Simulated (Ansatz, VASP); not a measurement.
# Cross-check of La (Lanthanum) between VASP and Ansatz

Aim: how closely do two programs agree when they are given the same cell, functional and k mesh? The cell is taken from a series of VASP runs on this material, whose earlier steps may have relaxed, scaled or displaced it; both programs get it as it stands.

Main program and level: Ansatz 0.2.0; plane waves, with VASP 6.6.1 beside it; relaxation of cell and atoms at PBEsol.

**1. Starting point**

The structure is hexagonal, space group P6_3/mmc (No. 194). Conventional cell: a = 3.663 Å, b = 3.663 Å, c = 11.726 Å, α = 90.00°, β = 90.00°, γ = 120.00°. Nearest to La lie 12 La at 3.61 to 3.66 Å. La has 12 La at 3.61 to 3.66 Å nearest.

Coordinates:

```cif
data_structure
_symmetry_space_group_name_H-M 'P6_3/mmc'
_symmetry_Int_Tables_number 194
_cell_length_a 3.6628
_cell_length_b 3.6628
_cell_length_c 11.7262
_cell_angle_alpha 90.000
_cell_angle_beta 90.000
_cell_angle_gamma 120.000
_cell_volume 136.25
loop_
_atom_site_label
_atom_site_type_symbol
_atom_site_symmetry_multiplicity
_atom_site_Wyckoff_symbol
_atom_site_fract_x
_atom_site_fract_y
_atom_site_fract_z
_atom_site_occupancy
La1 La 2 d 0.66667 0.33333 0.25000 1
La2 La 2 a 0.00000 0.00000 0.50000 1
```

**2. VASP: relaxation of cell and atoms, PBEsol**

The relaxed volume is the usual yardstick between codes: its relative difference is about their pressure difference at one cell divided by the bulk modulus.

Lines of VASP's logs that name or quote its potential files are left out, and so is its time.

The input, INCAR:

```
SYSTEM = La
PREC = Accurate
ENCUT = 520
EDIFF = 1E-07
NELM = 100
ISMEAR = 1
SIGMA = 0.15
LREAL = .FALSE.
ALGO = Normal
GGA = PS
NBANDS = 28
LASPH = .TRUE.
LORBIT = 11
LWAVE = .FALSE.
LCHARG = .FALSE.
KPAR = 4
IBRION = 2
NSW = 50
ISIF = 3
EDIFFG = -0.005
```

The input, POSCAR:

```
La
1.0
    3.6628348970      0.0000000000      0.0000000000
   -1.8314174485      3.1721080707      0.0000000000
    0.0000000000      0.0000000000     11.7261854359
La
4
Direct
    0.6666666667      0.3333333333      0.2500000000
    0.3333333333      0.6666666667      0.7500000000
    0.0000000000      0.0000000000      0.5000000000
    0.0000000000      0.0000000000      0.0000000000
```

The input, KPOINTS:

```
Automatic mesh
0
Gamma
14 14 4
0 0 0
```

PAW data sets: La (PBE family, release 64).

Launch:

```
$ mpirun -np 4 vasp_std
```

Numbers of over 12 decimals in the logs are rounded to 6 here.

The log of the run:

```text
[banner, memory and clock lines left out]
running    4 mpi-ranks, on    1 nodes
 distrk:  each k-point on    1 cores,    4 groups
 distr:  one band on    1 cores,    1 groups

 POSCAR found type information on POSCAR La
 POSCAR found :  1 types and       4 ions
|                                                                             |
|               ----> ADVICE to this user running VASP <----                  |
|                                                                             |
|     You enforced a specific xc type in the INCAR file but a different       |
|     [... a line on the potential file left out ...]
|     I HOPE YOU KNOW WHAT YOU ARE DOING!                                     |
|                                                                             |

 LDA part: xc-table for (Slater+PW92), standard interpolation
 POSCAR, INCAR and KPOINTS ok, starting setup
 FFT: planning ... GRIDC
 FFT: planning ... GRID_SOFT
 FFT: planning ... GRID
 WAVECAR not read
 entering main loop
       N       E                     dE             d eps       ncg     rms          rms(c)
DAV:   1     0.568325830361E+03    0.56833E+03   -0.14828E+04  4048   0.218E+03
DAV:   2     0.115816122803E+03   -0.45251E+03   -0.44462E+03  5976   0.430E+02
DAV:   3    -0.443428016825E+01   -0.12025E+03   -0.11857E+03  7216   0.258E+02
DAV:   4    -0.190699077329E+02   -0.14636E+02   -0.14326E+02  7496   0.931E+01
DAV:   5    -0.211949693795E+02   -0.21251E+01   -0.20601E+01  7952   0.336E+01    0.529E+00
DAV:   6    -0.213864152967E+02   -0.19145E+00   -0.29597E+00  7704   0.132E+01    0.253E+00
DAV:   7    -0.213777807091E+02    0.86346E-02   -0.39804E-01  7952   0.471E+00    0.750E-01
DAV:   8    -0.213787349588E+02   -0.95425E-03   -0.50531E-02  7896   0.154E+00    0.281E-01
DAV:   9    -0.213794132286E+02   -0.67827E-03   -0.81440E-03  7584   0.627E-01    0.180E-01
DAV:  10    -0.213798396768E+02   -0.42645E-03   -0.21869E-03  7408   0.319E-01    0.769E-02
DAV:  12    -0.213800432025E+02   -0.42776E-04   -0.22483E-04  7408   0.866E-02    0.908E-03
DAV:  13    -0.213800440661E+02   -0.86364E-06   -0.18807E-05  7664   0.293E-02    0.731E-03
DAV:  14    -0.213800464734E+02   -0.24073E-05   -0.14462E-05  6768   0.296E-02    0.391E-03
DAV:  15    -0.213800463931E+02    0.80348E-07   -0.14483E-06  6048   0.121E-02    0.906E-04
DAV:  16    -0.213800463389E+02    0.54215E-07   -0.11570E-07  3712   0.492E-03
   1 F= -.21380046E+02 E0= -.21379763E+02  d E =-.213800E+02
 curvature:   0.00 expect dE= 0.000E+00 dE for cont linesearch  0.000E+00
 trial: gam= 0.00000 g(F)=  0.636E-47 g(S)=  0.227E-05 ort = 0.000E+00 (trialstep = 0.100E+01)
 search vector abs. value=  0.227E-05
 reached required accuracy - stopping structural energy minimisation
```

OUTCAR, selected parts (step 2):

```text
ion  position               nearest neighbor table
   1  0.667  0.333  0.250-   3 3.61   4 3.61   3 3.61   4 3.61   3 3.61   4 3.61
   2  0.333  0.667  0.750-   3 3.61   4 3.61   3 3.61   4 3.61   3 3.61   4 3.61
   3  0.000  0.000  0.500-   1 3.61   2 3.61   1 3.61   2 3.61   1 3.61   2 3.61
   4  0.000  0.000  0.000-   1 3.61   2 3.61   1 3.61   2 3.61   1 3.61   2 3.61

  LATTYP: Found a hexagonal cell.
 ALAT       =     3.6628348970
 C/A-ratio  =     3.2013961223

 Subroutine GETGRP returns: Found 24 space group operations
 (whereof 12 operations were pure point group operations)

The static configuration has the point symmetry D_3d.
 The point group associated with its full space group is D_6h.

 Found     72 irreducible k-points:

   k-points           NKPTS =     72   k-points in BZ     NKDIM =     72   number of bands    NBANDS=     28

   dimension x,y,z NGX =    28 NGY =   28 NGZ =   90
   dimension x,y,z NGXF=    56 NGYF=   56 NGZF=  180

   ENCUT  =  520.0 eV  38.22 Ry    6.18 a.u.   6.81  6.81 21.80*2*pi/ulx,y,z

   NELECT =      44.0000    total number of electrons

 k-points in reciprocal lattice and weights: Automatic mesh
   0.00000000  0.00000000  0.00000000       0.001
   0.07142857  0.00000000  0.00000000       0.008
   0.14285714  0.00000000  0.00000000       0.008
   0.21428571  0.00000000  0.00000000       0.008
   0.28571429  0.00000000  0.00000000       0.008
   0.35714286  0.00000000  0.00000000       0.008
   0.42857143  0.00000000  0.00000000       0.008
   0.50000000  0.00000000  0.00000000       0.004
   0.07142857  0.07142857  0.00000000       0.008
[...]
0.28571429  0.28571429  0.50000000       0.008
   0.35714286  0.28571429  0.50000000       0.008

 average (electrostatic) potential at core
       1 -95.3155       2 -95.3155       3 -95.3055       4 -95.3055

 E-fermi :   8.6139

 k-point     1 :       0.0000    0.0000    0.0000
  band No.  band energies     occupation
    ...
     16      -6.8654      2.00000
     17       5.4132      2.00000
     18       6.6992      2.00000
     19       6.7848      2.00000
     20       6.7884      2.00000
     21       9.1802     -0.00000
     22       9.3303     -0.00000
     23       9.8534     -0.00000
     24       9.9050     -0.00000
     25       9.9388     -0.00000
    ...

 k-point     2 :       0.0714    0.0000    0.0000
  band No.  band energies     occupation
    ...
     16      -6.8775      2.00000
     17       5.5675      2.00000
     18       6.8423      2.00000
     19       6.9291      2.00000
     20       6.9346      2.00000
     21       8.9511     -0.00662
     22       9.1915     -0.00000
     23       9.4637     -0.00000
     24       9.4966     -0.00000
     25       9.6529     -0.00000
    ...

 k-point     3 :       0.1429    0.0000    0.0000
  band No.  band energies     occupation
    ...
     17       5.9878      2.00000
     18       7.1719      2.00000
     19       7.2934      2.00000
     20       7.3199      2.00000
     21       8.5347      1.77031
     22       8.8562     -0.04472
     23       8.9961     -0.00186
     24       9.0750     -0.00012
     25       9.2948     -0.00000
     26       9.8733     -0.00000
    ...

  Total        0.0091126      0.0091126     -0.0047304      0.0000000      0.0000000      0.0000000
  in kB        0.1071593      0.1071593     -0.0556267      0.0000000      0.0000000      0.0000000
  external PRESSURE =       0.0528973 kB  Pullay stress =       0.0000000 kB

  energy-cutoff  :      520.00
  volume of cell :      136.25
      direct lattice vectors                 reciprocal lattice vectors
     3.662834897  0.000000000  0.000000000     0.273012579  0.157623886  0.000000000
    -1.831417449  3.172108071  0.000000000     0.000000000  0.315247771  0.000000000
     0.000000000  0.000000000 11.726185436     0.000000000  0.000000000  0.085279224

 POSITION                                       TOTAL-FORCE (eV/Angst)
 -----------------------------------------------------------------------------------
      1.83142      1.05737      2.93155        -0.000000      0.000000      0.000000
     -0.00000      2.11474      8.79464         0.000000     -0.000000      0.000000
      0.00000      0.00000      5.86309        -0.000000      0.000000     -0.000000
      0.00000      0.00000      0.00000        -0.000000      0.000000     -0.000000
 -----------------------------------------------------------------------------------
    total drift:                               -0.000000      0.000000      0.000000

  FREE ENERGIE OF THE ION-ELECTRON SYSTEM (eV)
  ---------------------------------------------------
  free  energy   TOTEN  =       -21.3800463389 eV

  energy  without entropy=      -21.3791961893  energy(sigma->0) =      -21.37976296

 reached required accuracy - stopping structural energy minimisation

 total charge
# of ion       s       p       d       f       tot
--------------------------------------------------
    1        2.103   5.526   0.950   0.092   8.670
    2        2.103   5.526   0.950   0.092   8.670
    3        2.100   5.518   0.958   0.102   8.678
    4        2.100   5.518   0.958   0.102   8.678
--------------------------------------------------
tot          8.405  22.087   3.816   0.388  34.696

[... 3 further parts left out ...]
```

CONTCAR:

```
La
   1.00000000000000
     3.6628348970000002    0.0000000000000000    0.0000000000000000
    -1.8314174485000001    3.1721080706999998    0.0000000000000000
     0.0000000000000000    0.0000000000000000   11.7261854358999997
  La
     4
Direct
     0.6666666667000030    0.3333333332999970    0.2500000000000000
     0.3333333332999970    0.6666666667000030    0.7500000000000000
     0.0000000000000000    0.0000000000000000    0.5000000000000000
     0.0000000000000000    0.0000000000000000    0.0000000000000000
```

**3. Ansatz: relaxation of cell and atoms, PBEsol**

Ansatz runs on its default PAW (the set named soft_2) files.

The same cell, functional, mesh and smearing now go to Ansatz, which takes its cutoff from its data sets.

The input, input.yaml:

```yaml
crystal:
  lattice:
    - [3.662834897, 0.0, 0.0]
    - [-1.8314174485, 3.1721080707, 0.0]
    - [0.0, 0.0, 11.7261854359]
  atoms:
    - { symbol: La, position: [0.6666666667, 0.3333333333, 0.25] }
    - { symbol: La, position: [0.3333333333, 0.6666666667, 0.75] }
    - { symbol: La, position: [0.0, 0.0, 0.5] }
    - { symbol: La, position: [0.0, 0.0, 0.0] }
hamiltonian:
  xc: pbesol
  pseudopotentials: { kind: paw }
kpoints:
  mp_grid: { grid: [14, 14, 4] }
scf:
  occupations: { method: methfessel_paxton, width: 0.15 }
relax:
  f_tol: 0.01
  max_steps: 60
  cell: { stress_tol: 0.05 }
output:
  forces: true
  stress: true
```

Launch:

```
$ ansatz run input.yaml --threads 4 --pin off --max-ram 9216MiB --backend cpu --events-out ev --progress --plain --runs-dir out
```

The log of the run:

```text
Engine: ansatz 0.2.0, x86_64-unknown-linux-gnu
Pseudopotentials: kind: paw
Pseudopotential: La, paw, valence charge 11, recommended cutoff 420 eV (normal), La.paw.azcp
Functional definition: PBEsol
  exchange = pbesol_x
  correlation = pbesol_c
Crystal: 4 atoms, lattice volume = 136.245 Å³
Basis set: ecut = 420 eV, 2643 PW (Γ), exchange–correlation on 50×50×160 points (8 copies of the dense FFT grid, shifted against one another)
Bands: 27, of which v1, the nominal top of the filled ones, is band 22 counted from 1 (21 counted from 0)
Symmetry: 24 space group operations
Space group: P63/mmc (ITA 194), of the structure as read, at distance tolerance 5.1e-5 Å
k-points: 72 of 784
Non-local potential: La, projectors of the file, l = 0: 3, l = 1: 2, l = 2: 2, l = 3: 3
PAW form: soft (Blöchl's): semilocal exchange-correlation on the pseudo side does not see the compensation charge
PAW frozen core: La, regenerated for the run's functional, and the local potential with it (the file was generated under x = pbe(κ = 0.804, μ = 0.219515), c = pbe(β = 0.066725))
PAW one-centre angular grid: La, 590 points (default); XC on 64 Gauss nodes
Initial density: superposition of atomic densities (neutral atoms: chi_scale 0, normalization atom), corrected by the library's trained network
Initial wavefunctions: pseudopotential atomic-orbital guess
Functional: x = pbesol(κ = 0.804, μ = 0.123457), c = pbesol(β = 0.046)
SCF iter   1: F=—  HF=-24645.107322 eV  |F-HF|=—  |Δ(HF+E_count)|=         —  Δρ=4.23e-3  dr2=2.67e-2  ethr=1.77e-3  ⟨swp⟩=5.5  Hψ=9179  notcnv=0
preconditioner: auto → Kerker (q_TF=auto, 2.260 Å⁻¹)  [metal: Δε(μ)=0.020 eV  Ē_g=11.924 eV  σ=0.150 eV  W_gap=0.11  n_scr=38 (ndim 8)  ℏωp=19.1 eV  f_vac=0.000  D(μ)=6.60/eV (n_scr^D=64)]
SCF iter   2: F=—  HF=-24645.102558 eV  |F-HF|=—  |Δ(HF+E_count)|=   4.76e-3  S|Δr|=    0.00e0  Δρ=2.65e-3  dr2=1.11e-2  ethr=6.06e-5  ⟨swp⟩=2.4  Hψ=3848  notcnv=0
SCF iter   3: F=—  HF=-24645.100891 eV  |F-HF|=—  |Δ(HF+E_count)|=   1.67e-3  S|Δr|=    0.00e0  Δρ=3.89e-4  dr2=2.01e-4  ethr=2.53e-5  ⟨swp⟩=2.2  Hψ=2699  notcnv=0
SCF iter   4: F=—  HF=-24645.100869 eV  |F-HF|=—  |Δ(HF+E_count)|=   2.24e-5  S|Δr|=    0.00e0  Δρ=8.94e-5  dr2=1.02e-5  ethr=4.58e-7  ⟨swp⟩=2.1  Hψ=2503  notcnv=0
SCF iter   5: F=—  HF=-24645.100895 eV  |F-HF|=—  |Δ(HF+E_count)|=   2.58e-5  S|Δr|=    0.00e0  Δρ=2.54e-5  dr2=1.10e-6  ethr=2.32e-8  ⟨swp⟩=2.0  Hψ=2633  notcnv=0
SCF iter   6: F=—  HF=-24645.100895 eV  |F-HF|=—  |Δ(HF+E_count)|=   4.36e-8  S|Δr|=    0.00e0  Δρ=7.43e-6  dr2=1.81e-7  ethr=2.49e-9  ⟨swp⟩=2.0  Hψ=3351  notcnv=0
SCF iter   7: F=-24645.100895 eV  HF=-24645.100895 eV  |F-HF|=9.13e-10  |Δ(HF+E_count)|=   2.23e-8  S|Δr|=    0.00e0  Δρ=1.59e-6  dr2=4.12e-9  ethr=2.27e-10  ⟨swp⟩=4.7  Hψ=7235  notcnv=0
SCF 1 converged in 7 iterations: F = -24645.100895 eV  dr2 = 4.12e-9
  greatest PAW one-centre occupation: 0.974 electrons in one spin orbital (limit 2), on the La atom at site 1 (counted from 0), in its partial waves of l = 0
relax step   1: F+E_penalty+E_count = -24645.10089457 eV  Δ(F+E_penalty+E_count) = +0.000e0 eV  max|allowed force component| = 3.585e-17 eV/Å  Δτ_max = 0.0000 Å  P = -0.071 GPa  Ω = 136.245 Å³  (7 SCF iters, dr2 threshold 1.00e-7 eV, accepted)
[...]
relax step   2: F+E_penalty+E_count = -24645.10097464 eV  Δ(F+E_penalty+E_count) = -8.007e-5 eV  max|allowed force component| = 7.777e-17 eV/Å  Δτ_max = 0.0000 Å  P = -0.020 GPa  Ω = 135.978 Å³  energy of the carried Pulay correction = +4.617e-6 eV  (4 SCF iters, dr2 threshold 1.28e-8 eV, accepted)
[...]
relax step   3: F+E_penalty+E_count = -24645.10097024 eV  Δ(F+E_penalty+E_count) = +4.396e-6 eV  max|allowed force component| = 7.835e-17 eV/Å  Δτ_max = 0.0000 Å  P = -0.020 GPa  Ω = 135.978 Å³  stress off target by 2.08e-2 GPa  SCF on the basis re-selected at this cell (its energy is not comparable with the rows above)  (4 SCF iters)
basis re-selected at this cell: Δ(F+E_penalty+E_count) = +4.396e-6 eV, ΔP = -0.000 GPa vs the last step (what re-selecting the basis moved, of the pressure what is left beyond the Pulay correction that the steps carried, after the strain that the cell walked since its last selection, with what the two solves' SCF thresholds leave and, on support functions, any second-order correction that the steps lacked; it is no m [...]
SCF converged after 4 iterations
Stability not checked: this state was not tested for a lower state beside it, because cold or Methfessel-Paxton smearing, or corrected tetrahedra, fill the levels in a way that the test cannot read (fill_not_monotonic; see scf.lower_state_search)
Free energy (F): -24645.100970 eV
Harris-Foulkes:  -24645.100970 eV  (|F-HF|=1.46e-11)
Internal energy: -24645.099944 eV  (E = F + TS)
E sigma→0 (E₀):  -24645.100714 eV
Entropy (-TS):   -0.001026 eV (-0.257 meV/atom)
Fermi energy:    12.093744 eV
--- Per-component energies (eV) ---
  E_band       = -130.597572
  E_kinetic    = 777.449437
  E_local      = -1222.590592  (includes V_loc(G=0)·N_el)
  E_nonlocal   = 385.553938
  E_hartree    = 388.946234
  E_xc         = -555.406038
  E_vxc        = -591.754370  (∫ρ·V_xc dr)
  E_paw        = -21313.005567  (= ΣΔE_a)
  E_vpaw       = -257.148481  (= ΣTr[D̂ρ^β])
  E_aug_tail   = -0.000001  (compensation charges beyond the density's cutoff)
  E_ewald      = -3106.725393
  E_core_change = 0.678038  (= ΣΔE_core)
  E_smearing   = -0.001026  (= −TS)
  E_closure    = -0.000000  (closes the sum)
  Σ components = -24645.100970   (vs F -24645.100970, Δ=0.00e0)
--- Forces (eV/Å), atoms counted from 1 ---
  atom   1  La    -0.00000000    -0.00000000    -0.00000000
  atom   2  La    -0.00000000     0.00000000     0.00000000
  atom   3  La     0.00000000    -0.00000000     0.00000000
  atom   4  La     0.00000000     0.00000000    -0.00000000
  max |Σ_I F_I| component: 9.25e-18 eV/Å
--- Stress (GPa, compression-positive) ---
       -0.020845      -0.000000      -0.000000
       -0.000000      -0.020845      -0.000000
       -0.000000      -0.000000      -0.016892
  P = ⅓ Tr σ = -0.0195 GPa (-0.195 kbar)
--- Relaxed structure (2 steps of the walk, 2 accepted, 1 SCFs on fresh bases) ---
  F+E_penalty+E_count = -24645.10097024 eV   max|allowed force component| = 7.835e-17 eV/Å   (the final SCF, on the basis selected at the relaxed cell)
  cell:  # Å, volume = 135.9783 Å³
    - [3.660407, 0, 0]
    - [-1.830204, 3.170006, 0]
    - [2.8190041128463265e-19, 0, 11.718722]
  atoms:
    - { symbol: La, position: [0.666667, 0.333333, 0.25] }
    - { symbol: La, position: [0.333333, 0.666667, 0.750000] }
    - { symbol: La, position: [0, 0, 0.5] }
    - { symbol: La, position: [0, 0, 0] }
```

Wall time 6.6 s (4 threads of Intel Xeon 6975P-C (Granite Rapids), shared host); peak memory 0.65 GiB.

**4. Comparison**

Known differences besides the potentials themselves: both relaxations stop at a tolerance, which leaves soft axes loose, and VASP keeps its plane-wave basis; the cutoff is 420 eV in Ansatz and 520 eV in VASP; Ansatz makes its cores anew for this functional, VASP keeps those of its PBE data sets; Ansatz adds a Pulay correction to the stress that steers its cell, VASP none. Total energies have different zeros and are not compared.

Both answers:

```tsv
quantity	Ansatz	VASP	difference
volume (Å³)	135.98	136.25	-0.20 %
edge a after relaxation, in the typed setting (Å)	3.660	3.663	-0.07 %
edge c after relaxation, in the typed setting (Å)	11.719	11.726	-0.06 %
```

The walks stopped with -0.02 GPa left in Ansatz and 0.01 GPa in VASP; each walk ends within a tolerance, so the volume difference is uncertain by about these residues over the bulk modulus, most in soft cells.

**5. What came out**

```yaml
difference_in_volume_relaxation_of_cell_and_atoms_pbesol: -0.20 %
```

In words: The difference in volume is -0.20 % (relaxation of cell and atoms, PBEsol), within the 1.2 % picked in this series as the mark of a large difference, as far as the stopping tolerances let one tell. Such differences can come from data sets, numerical settings and the points named under the comparisons, not from the functional's error against experiment.

[Lines on the potential files, build, host, timing and source positions are cut from VASP's logs without a mark.]

[Logs are printed without paths, hosts, clocks, repeated set-up lines and the standing remarks that a program may print on its own settings, such as how far it seeks lower states.]

[Hosts, paths, dates, database ids (printed as entryN), source tags and the programs' standing remarks are cut or masked in the printed files.]
